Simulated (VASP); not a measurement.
Input:

```yaml
crystal:
  lattice:
    - [2.46464, 0.00000, 0.00000]
    - [-1.23232, 2.13444, 0.00000]
    - [0.00000, 0.00000, 4.01908]
  atoms:
    - { symbol: Co, position: [0.66667, 0.33333, 0.75000], spin: 1.7 }
    - { symbol: Co, position: [0.33333, 0.66667, 0.25000], spin: 1.7 }
```

All values below come from r2SCAN meta-GGA, VASP's PBE PAW potentials (set 64) (plane waves; VASP). Numerical set-up: 480 eV cut-off, 15×15×8 Γ-centred mesh, first-order Methfessel-Paxton smearing of 0.10 eV, potentials Co.

Problem. What does the run give for the cell moment, energy per atom (σ→0), band gap (on the k-mesh) with the smallest direct gap where there is one?

Solution. 
```yaml
band gap (on the k-mesh): none (metal, semimetal or under 0.01 eV)
cell_moment: 3.37 μB
energy per atom (σ→0): -13.205 eV/atom
```

Problem. Give the moment on each site (PAW-sphere projection).

Solution. 
```
site  moment (μB)
----  -----------
Co1          1.75
Co2          1.75
```

Only differences to runs with the same potentials and settings are physical.

The compound is Co in the hcp structure. It was relaxed first. The start is the result of an earlier pass.
